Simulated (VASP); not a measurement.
Here is the system:

```xyz
5
Lattice="4.1288 0.0000 0.0000 0.0000 4.1288 0.0000 0.0000 0.0000 4.1288" Properties=species:S:1:pos:R:3 pbc="T T T"
K      0.0000     0.0000     0.0000
Zn     2.0644     2.0644     2.0644
F      2.0644     0.0000     2.0644
F      0.0000     2.0644     2.0644
F      2.0644     2.0644     0.0000
```

These are PBE GGA, VASP's PBE PAW potentials (set 64) (plane waves; VASP) values and carry that method's errors. Numerical set-up: 620 eV cut-off, 6×6×6 Γ-centred mesh, Gaussian smearing of 0.050 eV, potentials K_sv Zn F.

### Question
What does the run give for the energy per atom (σ→0), band gap (on the k-mesh) with the smallest direct gap where there is one?

### Answer

band gap (on the k-mesh): 3.65 eV
smallest direct gap (on the k-mesh): 5.18 eV
energy per atom (σ→0): -4.068 eV/atom

The absolute energy has meaning only against runs of the same code, potentials and settings.

The compound is KZnF3 in the cubic perovskite structure. It was relaxed first, which changed the volume by +6 %.
